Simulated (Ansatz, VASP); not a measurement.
# LiF (Griceite): VASP beside Ansatz

Aim: how closely do two programs agree when they are given the same cell, functional and k mesh? The two relaxations start from unlike cells of this crystal (the structure described is Ansatz's start), so only their ends are compared.

Main program and level: Ansatz 0.2.0; plane waves, with VASP 6.6.1 beside it; relaxation of cell and atoms at PBE with D3(BJ).

### 1. Starting point

Symmetry: Fm-3m, No. 225, cubic system. Conventional cell: a = 4.068 Å, b = 4.068 Å, c = 4.068 Å, α = 90.00°, β = 90.00°, γ = 90.00°. Li has 6 F at 2.03 Å nearest. F has 6 Li at 2.03 Å nearest. Farther neighbours and most contacts between anions are not listed.

### 2. Ansatz: relaxation of cell and atoms, PBE with D3(BJ)

Ansatz runs on its default PAW (the set named soft_2) files.

The relaxed volume is the usual yardstick between codes: in a stiff, nearly cubic crystal its relative difference is about their pressure difference at one cell divided by the bulk modulus.

File input.yaml:

```yaml
crystal:
  lattice:
    - [0.0, 2.0339777672, 2.0339777672]
    - [2.0339777672, 0.0, 2.0339777672]
    - [2.0339777672, 2.0339777672, 0.0]
  atoms:
    - { symbol: Li, position: [0.0, 0.0, 0.0] }
    - { symbol: F, position: [0.5, 0.5, 0.5] }
kpoints:
  mp_grid: { grid: [12, 12, 12] }
hamiltonian:
  xc: pbe
  dispersion: d3bj
scf:
  occupations: { method: fixed }
output:
  forces: true
  stress: true
  eigenvalues: true
relax:
  adjacent_minimum: "off"
  f_tol: 0.001
  max_steps: 60
  cell: { stress_tol: 0.01 }
```

On the command line:

```bash
$ ansatz run input.yaml --threads 4 --pin off --max-ram 16384MiB --backend cpu --events-out ev --progress --plain --runs-dir out
```

Numbers of over 12 decimals in the logs are rounded to 6 here.

Log:

```text
Engine: ansatz 0.2.0, x86_64-unknown-linux-gnu
Pseudopotentials: kind: paw
Pseudopotential: Li, paw, valence charge 3, recommended cutoff 420 eV (normal), Li.paw.azcp
Pseudopotential: F, paw, valence charge 7, recommended cutoff 420 eV (normal), F.paw.azcp
Functional definition: PBE
  parameter kappa = 0.804
  parameter beta = 0.066725
  exchange = pbe_x(kappa = kappa, mu = beta*pi^2/3)
  correlation = pbe_c(beta = beta)
Crystal: 2 atoms, lattice volume = 16.829 Å³
Basis set: ecut = 420 eV, 331 PW (Γ), exchange–correlation on 40×40×40 points (8 copies of the dense FFT grid, shifted against one another)
Bands: 9, of which v1, the nominal top of the filled ones, is band 5 counted from 1 (4 counted from 0)
Symmetry: 48 space group operations
Space group: Fm-3m (ITA 225), of the structure as read, at distance tolerance 2.6e-5 Å
k-points: 72 of 1728
Non-local potential: Li, projectors of the file, l = 0: 3, l = 1: 2, l = 2: 1
Non-local potential: F, projectors of the file, l = 0: 2, l = 1: 2, l = 2: 1
PAW form: soft (Blöchl's): semilocal exchange-correlation on the pseudo side does not see the compensation charge
PAW one-centre angular grid: Li, 110 points (default); XC on 64 Gauss nodes
PAW one-centre angular grid: F, 110 points (default); XC on 64 Gauss nodes
Initial density: superposition of atomic densities (neutral atoms: chi_scale 0, normalization atom), corrected by the library's trained network
Initial wavefunctions: pseudopotential atomic-orbital guess
Functional: x = pbe(κ = 0.804, μ = 0.219515), c = pbe(β = 0.066725)
SCF iter   1: F=—  HF=-1016.516929 eV  |F-HF|=—  |Δ(HF+E_count)|=         —  Δρ=8.14e-4  dr2=5.51e-5  ethr=1.77e-3  ⟨swp⟩=3.9  Hψ=3675  notcnv=0  defer=105
preconditioner: auto → none  [insulator: Δε(μ)=8.822 eV  Ē_g=22.363 eV  n_scr=0 (ndim 8)  ℏωp=25.6 eV  f_vac=0.000  ε∞_Penn≈2.3]
SCF iter   2: F=—  HF=-1016.516897 eV  |F-HF|=—  |Δ(HF+E_count)|=   3.20e-5  Δρ=1.13e-3  dr2=1.30e-4  ethr=5.51e-7  ⟨swp⟩=2.0  Hψ=1599  notcnv=0  defer=141
SCF iter   3: F=—  HF=-1016.516877 eV  |F-HF|=—  |Δ(HF+E_count)|=   2.05e-5  Δρ=4.98e-4  dr2=2.49e-5  ethr=5.51e-7  ⟨swp⟩=2.3  Hψ=898  notcnv=0  defer=141
SCF iter   4: F=—  HF=-1016.516895 eV  |F-HF|=—  |Δ(HF+E_count)|=   1.86e-5  Δρ=2.43e-4  dr2=6.30e-6  ethr=2.49e-7  ⟨swp⟩=2.0  Hψ=1071  notcnv=0  defer=141
SCF iter   5: F=—  HF=-1016.516894 eV  |F-HF|=—  |Δ(HF+E_count)|=   9.03e-7  Δρ=1.32e-4  dr2=1.95e-6  ethr=6.30e-8  ⟨swp⟩=1.0  Hψ=648  notcnv=0  defer=141
SCF iter   6: F=—  HF=-1016.516894 eV  |F-HF|=—  |Δ(HF+E_count)|=   4.39e-7  Δρ=5.86e-5  dr2=3.95e-7  ethr=1.95e-8  ⟨swp⟩=1.1  Hψ=671  notcnv=0  defer=141
SCF iter   7: F=-1016.516894 eV  HF=-1016.516894 eV  |F-HF|=2.02e-8  |Δ(HF+E_count)|=   1.11e-7  Δρ=1.43e-5  dr2=2.38e-8  ethr=1.00e-9  ⟨swp⟩=4.9  Hψ=3367  notcnv=0
SCF 1 converged in 7 iterations: F = -1016.516894 eV  dr2 = 2.38e-8
  greatest PAW one-centre occupation: 1.000 electrons in one spin orbital (limit 2), on the Li atom at site 0 (counted from 0), in its partial waves of l = 0
relax step   1: F+E_penalty+E_count = -1016.51689361 eV  Δ(F+E_penalty+E_count) = +0.000e0 eV  max|allowed force component| = 1.589e-29 eV/Å  Δτ_max = 0.0000 Å  P = -3.388 GPa  Ω = 16.829 Å³  (7 SCF iters, dr2 threshold 1.00e-7 eV, accepted)
[...]
relax step   2: F+E_penalty+E_count = -1016.52264794 eV  Δ(F+E_penalty+E_count) = -5.754e-3 eV  max|allowed force component| = 7.716e-30 eV/Å  Δτ_max = 0.0000 Å  P = -2.273 GPa  Ω = 16.566 Å³  energy of the carried Pulay correction = +1.098e-3 eV  (4 SCF iters, dr2 threshold 2.00e-7 eV, accepted)
[...]
relax step   6: F+E_penalty+E_count = -1016.52632322 eV  Δ(F+E_penalty+E_count) = -3.682e-4 eV  max|allowed force component| = 2.879e-30 eV/Å  Δτ_max = 0.0000 Å  P = +0.003 GPa  Ω = 16.006 Å³  energy of the carried Pulay correction = +2.983e-4 eV  (3 SCF iters, dr2 threshold 2.00e-7 eV, accepted)
[...]
relax step   7: F+E_penalty+E_count = -1016.52598487 eV  Δ(F+E_penalty+E_count) = +3.383e-4 eV  max|allowed force component| = 6.426e-30 eV/Å  Δτ_max = 0.0000 Å  P = -0.016 GPa  Ω = 16.006 Å³  stress off target by 1.63e-2 GPa  SCF on the basis re-selected at this cell (its energy is not comparable with the rows above)  (6 SCF iters)
[...]
relax step   8: F+E_penalty+E_count = -1016.52599977 eV  Δ(F+E_penalty+E_count) = -1.490e-5 eV  max|allowed force component| = 8.476e-30 eV/Å  Δτ_max = 0.0000 Å  P = -0.000 GPa  Ω = 16.003 Å³  energy of the carried Pulay correction = +1.473e-5 eV  (3 SCF iters, dr2 threshold 6.62e-10 eV, accepted)
[...]
relax step   9: F+E_penalty+E_count = -1016.52594001 eV  Δ(F+E_penalty+E_count) = +5.975e-5 eV  max|allowed force component| = 1.224e-29 eV/Å  Δτ_max = 0.0000 Å  P = -0.001 GPa  Ω = 16.003 Å³  stress off target by 1.08e-3 GPa  SCF on the basis re-selected at this cell (its energy is not comparable with the rows above)  (8 SCF iters)
basis re-selected at this cell: Δ(F+E_penalty+E_count) = +5.975e-5 eV, ΔP = -0.001 GPa vs the last step (what re-selecting the basis moved, of the pressure what is left beyond the Pulay correction that the steps carried, after the strain that the cell walked since its last selection, with what the two solves' SCF thresholds leave and, on support functions, any second-order correction that the steps lacked; it is no m [...]
SCF converged after 8 iterations
Free energy (F): -1016.525940 eV
Harris-Foulkes:  -1016.525940 eV  (|F-HF|=1.14e-13)
Internal energy: -1016.525940 eV  (E = F + TS)
E sigma→0 (E₀):  -1016.525940 eV
Fermi energy:    1.168169 eV
--- Per-component energies (eV) ---
  E_band       = -116.169299
  E_kinetic    = 230.905809
  E_local      = -634.985784  (includes V_loc(G=0)·N_el)
  E_nonlocal   = 40.422014
  E_hartree    = 222.253508
  E_xc         = -91.904830
  E_vxc        = -117.900886  (∫ρ·V_xc dr)
  E_paw        = -221.855982  (= ΣΔE_a)
  E_vpaw       = -79.119630  (= ΣTr[D̂ρ^β])
  E_aug_tail   = 0.002157  (compensation charges beyond the density's cutoff)
  E_ewald      = -560.998274
  E_disp       = -0.364558  (pairwise vdW)
  E_smearing   = -0.000000  (= −TS)
  E_closure    = 0.000000  (closes the sum)
  Σ components = -1016.525940   (vs F -1016.525940, Δ=0.00e0)
--- Forces (eV/Å), atoms counted from 1 ---
  atom   1  Li    -0.00000000     0.00000000    -0.00000000
  atom   2  F      0.00000000    -0.00000000    -0.00000000
  max |Σ_I F_I| component: 2.39e-29 eV/Å
--- Stress (GPa, compression-positive) ---
       -0.001081      -0.000000      -0.000000
       -0.000000      -0.001081       0.000000
       -0.000000       0.000000      -0.001081
  P = ⅓ Tr σ = -0.0011 GPa (-0.011 kbar)
--- Band table (eV; the first three rows and the last of 72) ---
  k-point 0: bands = ["-39.6741", "-18.8571", "1.1678", "1.1678", "1.1678", "10.4438", "25.3983", "25.3983", "25.3983"]
  k-point 1: bands = ["-39.6698", "-18.8291", "0.9606", "1.1515", "1.1515", "10.6517", "23.1498", "24.3685", "24.3685"]
  k-point 2: bands = ["-39.6581", "-18.7515", "0.4289", "1.1074", "1.1074", "11.1570", "20.9053", "23.0933", "23.0933"]
  k-point 71: bands = ["-39.5929", "-18.1593", "-0.9667", "-0.9667", "0.3532", "16.4034", "16.4034", "18.8152", "20.7029"]
--- Relaxed structure (6 steps of the walk, 6 accepted, 3 SCFs on fresh bases) ---
  F+E_penalty+E_count = -1016.52594001 eV   max|allowed force component| = 1.224e-29 eV/Å   (the final SCF, on the basis selected at the relaxed cell)
  cell:  # Å, volume = 16.0027 Å³
    - [0, 2.000112, 2.000112]
    - [2.000112, 0, 2.000112]
    - [2.000112, 2.000112, 0]
  atoms:
    - { symbol: Li, position: [0, 0, 0] }
    - { symbol: F, position: [0.5, 0.5, 0.5] }
```

### 3. VASP: relaxation of cell and atoms, PBE with D3(BJ)

Its own start cell and the same functional and mesh now go to VASP, with its own data sets.

Lines of VASP's logs that name or quote its potential files are left out, and so is its time.

File INCAR:

```
SYSTEM = LiF
PREC = Accurate
ENCUT = 750
EDIFF = 1E-07
NELM = 120
ISMEAR = 0
SIGMA = 0.01
LREAL = .FALSE.
ALGO = Normal
GGA = PE
IVDW = 12
NBANDS = 11
LORBIT = 11
LWAVE = .FALSE.
LCHARG = .FALSE.
ISIF = 3
IBRION = 2
NSW = 80
EDIFFG = -0.005
LASPH = .TRUE.
GGA_COMPAT = .FALSE.
NELMIN = 4
EFERMI = MIDGAP
```

File POSCAR:

```
LiF
1.0
    0.0000000000      1.9948980135      1.9948980135
    1.9948980135      0.0000000000      1.9948980135
    1.9948980135      1.9948980135      0.0000000000
Li F
1 1
Direct
    0.0000000000      0.0000000000      0.0000000000
    0.5000000000      0.5000000000      0.5000000000
```

File KPOINTS:

```
Automatic mesh
0
Gamma
12 12 12
0 0 0
```

Potentials, in the order of the species: Li_sv and F (PBE family, release 64).

On the command line:

```bash
$ mpirun -np 1 vasp_std
```

Log:

```text
[banner, memory and clock lines left out]
running    1 mpi-ranks, on    1 nodes
 distrk:  each k-point on    1 cores,    1 groups
 distr:  one band on    1 cores,    1 groups

 POSCAR found type information on POSCAR LiF
 POSCAR found :  2 types and       2 ions
 LDA part: xc-table for (Slater+PW92), standard interpolation
 POSCAR, INCAR and KPOINTS ok, starting setup
 FFT: planning ... GRIDC
 FFT: planning ... GRID_SOFT
 FFT: planning ... GRID
 WAVECAR not read
 entering main loop
       N       E                     dE             d eps       ncg     rms          rms(c)
DAV:   1     0.450179917080E+02    0.45018E+02   -0.66315E+03  1584   0.120E+03
DAV:   2    -0.853933395965E+01   -0.53557E+02   -0.52439E+02  1861   0.234E+02
DAV:   3    -0.101210907711E+02   -0.15818E+01   -0.15754E+01  1988   0.365E+01
DAV:   4    -0.101415071911E+02   -0.20416E-01   -0.20415E-01  2026   0.462E+00
DAV:   5    -0.101416993327E+02   -0.19214E-03   -0.19214E-03  2036   0.326E-01    0.452E+00
DAV:   6    -0.962435795558E+01    0.51734E+00   -0.25132E+00  1827   0.107E+01    0.139E+00
DAV:   7    -0.962787188365E+01   -0.35139E-02   -0.22370E-02  2106   0.140E+00    0.868E-01
DAV:   8    -0.963374456035E+01   -0.58727E-02   -0.15690E-02  2059   0.148E+00    0.118E-01
DAV:   9    -0.963374724249E+01   -0.26821E-05   -0.10834E-03  1894   0.326E-01    0.454E-02
DAV:  10    -0.963384275784E+01   -0.95515E-04   -0.14496E-04  1790   0.106E-01    0.173E-02
DAV:  11    -0.963384112420E+01    0.16336E-05   -0.79128E-06  2140   0.284E-02    0.261E-03
DAV:  12    -0.963384125928E+01   -0.13508E-06   -0.44436E-07  1869   0.671E-03    0.836E-04
DAV:  13    -0.963384122408E+01    0.35206E-07   -0.63856E-08  1440   0.254E-03
   1 F= -.10001281E+02 E0= -.10001281E+02  d E =-.100013E+02
 curvature:   0.00 expect dE= 0.000E+00 dE for cont linesearch  0.000E+00
 trial: gam= 0.00000 g(F)=  0.983E-60 g(S)=  0.141E-04 ort = 0.000E+00 (trialstep = 0.100E+01)
 search vector abs. value=  0.141E-04
 bond charge predicted
       N       E                     dE             d eps       ncg     rms          rms(c)
DAV:   1    -0.963355880094E+01    0.28246E-03   -0.17045E-03  1707   0.365E-01    0.782E-02
DAV:   2    -0.963347125484E+01    0.87546E-04   -0.45100E-04  1782   0.151E-01    0.150E-02
DAV:   3    -0.963346894780E+01    0.23070E-05   -0.31053E-06  1948   0.185E-02    0.831E-03
DAV:   4    -0.963346776236E+01    0.11854E-05   -0.96913E-07  2387   0.883E-03    0.561E-04
DAV:   5    -0.963346779704E+01   -0.34684E-07   -0.38181E-08  1199   0.201E-03
   2 F= -.10001290E+02 E0= -.10001290E+02  d E =-.921441E-05
 trial-energy change:   -0.000009  1 .order   -0.000010   -0.000014   -0.000006
 step:   1.7129(harm=  1.7129)  dis= 0.00000  next Energy=   -10.001293 (dE=-0.120E-04)
 reached required accuracy - stopping structural energy minimisation
```

From OUTCAR (step 3):

```text
ion  position               nearest neighbor table
   1  0.000  0.000  0.000-   2 1.99   2 1.99   2 1.99   2 1.99   2 1.99   2 1.99
   2  0.500  0.500  0.500-   1 1.99   1 1.99   1 1.99   1 1.99   1 1.99   1 1.99

  LATTYP: Found a face centered cubic cell.
 ALAT       =     3.9897960270

 Subroutine GETGRP returns: Found 48 space group operations
 (whereof 48 operations were pure point group operations)

The static configuration has the point symmetry O_h .

 Found     72 irreducible k-points:

   k-points           NKPTS =     72   k-points in BZ     NKDIM =     72   number of bands    NBANDS=     11

   dimension x,y,z NGX =    28 NGY =   28 NGZ =   28
   dimension x,y,z NGXF=    56 NGYF=   56 NGZF=   56

   ENCUT  =  750.0 eV  55.12 Ry    7.42 a.u.   6.30  6.30  6.30*2*pi/ulx,y,z

   NELECT =      10.0000    total number of electrons

 k-points in reciprocal lattice and weights: Automatic mesh
   0.00000000  0.00000000  0.00000000       0.001
   0.08333333  0.00000000  0.00000000       0.005
   0.16666667  0.00000000  0.00000000       0.005
   0.25000000  0.00000000  0.00000000       0.005
   0.33333333  0.00000000  0.00000000       0.005
   0.41666667  0.00000000  0.00000000       0.005
   0.50000000  0.00000000  0.00000000       0.002
   0.08333333  0.08333333  0.00000000       0.003
   0.16666667  0.08333333  0.00000000       0.014
[...]
-0.33333333  0.50000000  0.16666667       0.007
  -0.25000000  0.50000000  0.25000000       0.003

 Edisp (eV)   -0.36744

 average (electrostatic) potential at core
       1 -60.7076       2 -76.6249

 E-fermi :   3.8262

 k-point     1 :       0.0000    0.0000    0.0000
  band No.  band energies     occupation
      1     -41.6877      2.00000
      2     -20.9016      2.00000
      3      -0.8468      2.00000
      4      -0.8468      2.00000
      5      -0.8468      2.00000
      6       8.4992      0.00000
      7      23.5202      0.00000
      8      23.5202      0.00000
      9      23.5202      0.00000
     10      23.7778      0.00000
    ...

 k-point     2 :       0.0833    0.0000    0.0000
  band No.  band energies     occupation
      1     -41.6833      2.00000
      2     -20.8730      2.00000
      3      -1.0571      2.00000
      4      -0.8637      2.00000
      5      -0.8637      2.00000
      6       8.7061      0.00000
      7      21.2170      0.00000
      8      22.4604      0.00000
      9      22.4604      0.00000
     10      24.6662      0.00000
    ...

 k-point     3 :       0.1667    0.0000    0.0000
  band No.  band energies     occupation
      1     -41.6711      2.00000
      2     -20.7936      2.00000
      3      -1.5943      2.00000
      4      -0.9091      2.00000
      5      -0.9091      2.00000
      6       9.2091      0.00000
      7      18.9586      0.00000
      8      21.1730      0.00000
      9      21.1730      0.00000
     10      25.5759      0.00000
    ...

 Edisp (eV)   -0.36782

  Total      -0.00580    -0.00580    -0.00580     0.00000     0.00000    -0.00000
  in kB      -0.58600    -0.58600    -0.58600     0.00000     0.00000    -0.00000
  external pressure =       -0.59 kB  Pullay stress =        0.00 kB

  energy-cutoff  :      750.00
  volume of cell :       15.86
      direct lattice vectors                 reciprocal lattice vectors
     0.000000000  1.994227286  1.994227286    -0.250723678  0.250723678  0.250723678
     1.994227286  0.000000000  1.994227286     0.250723678 -0.250723678  0.250723678
     1.994227286  1.994227286  0.000000000     0.250723678  0.250723678 -0.250723678

 POSITION                                       TOTAL-FORCE (eV/Angst)
 -----------------------------------------------------------------------------------
      3.98845      1.99423      1.99423        -0.000000     -0.000000     -0.000000
      1.99423      1.99423      1.99423         0.000000      0.000000      0.000000
 -----------------------------------------------------------------------------------
    total drift:                                0.000000      0.000000      0.000000

  FREE ENERGIE OF THE ION-ELECTRON SYSTEM (eV)
  ---------------------------------------------------
  free  energy   TOTEN  =       -10.0012898428 eV

  energy  without entropy=      -10.0012898428  energy(sigma->0) =      -10.00128984

 reached required accuracy - stopping structural energy minimisation

 total charge
# of ion       s       p       d       tot
------------------------------------------
    1        2.019   0.051   0.000   2.070
    2        1.725   4.422   0.000   6.146
--------------------------------------------------
tot          3.744   4.473   0.000   8.216

[... 3 further parts left out ...]
```

### 4. Side by side

Known differences besides the potentials themselves: fixed occupations in Ansatz, narrow Gaussian smearing in VASP; the cutoff is 420 eV in Ansatz and 750 eV in VASP; Ansatz adds a Pulay correction to the stress that steers its cell, VASP none. Total energies have different zeros and are not compared.

Compared:

| quantity | Ansatz | VASP | difference |
| --- | --- | --- | --- |
| volume (Å³) | 16.00 | 15.86 | +0.89 % |
| edge a after relaxation, in the typed setting (Å) | 2.829 | 2.820 | +0.29 % |

### 5. What came out

```
difference in volume (relaxation of cell and atoms, PBE with D3(BJ)) : 0.89 %
```

What this shows: The difference in volume is 0.89 % (relaxation of cell and atoms, PBE with D3(BJ)), within the 1.2 % picked in this series as the mark of a large difference, as far as the stopping tolerances let one tell. How closely two codes agree says nothing of how well the functional describes the real material.

[Lines on the potential files, build, host, timing and source positions are cut from VASP's logs without a mark.]

[Logs are printed without paths, hosts, clocks, repeated set-up lines and the standing remarks that a program may print on its own settings, such as how far it seeks lower states.]

[Hosts, paths, dates, database ids (printed as entryN), source tags and the programs' standing remarks are cut or masked in the printed files.]
